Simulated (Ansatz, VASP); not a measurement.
## One calculation of Ba3Zn, two programs

```xyz
4
Lattice="5.6582 0.0000 0.0000 0.0000 5.6582 0.0000 0.0000 0.0000 5.6582" Properties=species:S:1:pos:R:3 pbc="T T T"
Ba    0.0000    2.8291    2.8291
Ba    2.8291    0.0000    2.8291
Ba    2.8291    2.8291    0.0000
Zn    0.0000    0.0000    0.0000
```

Alike in both runs: functional PBE; k mesh 8 × 8 × 8; occupations gaussian, width 0.1 eV; no spin polarisation.

Ansatz relaxed the structure, and its values are those at the end. VASP's run is a single point on that final structure, the one shown.

|  | VASP | Ansatz |
| --- | --- | --- |
| version | VASP 6.6.1 | Ansatz 0.2.0 |
| potentials or method | VASP PAW PBE potentials, release 64 (Ba_sv, Zn) | scalar-relativistic, plane waves, PAW |
| plane-wave cutoff (eV) | 520 | 420 |
| valence electrons in the cell | 42 | 42 |

|  | VASP | Ansatz | Ansatz less VASP |
| --- | --- | --- | --- |
| gap on the k mesh at the Fermi level (eV) | none | none | - |
| pressure (GPa) | 0.2 | 0.0 | -0.18 |

A gap of «none» marks a metal or a gap that the smearing closes.

The runs have no spin-orbit coupling, so splittings on Ba are missing.
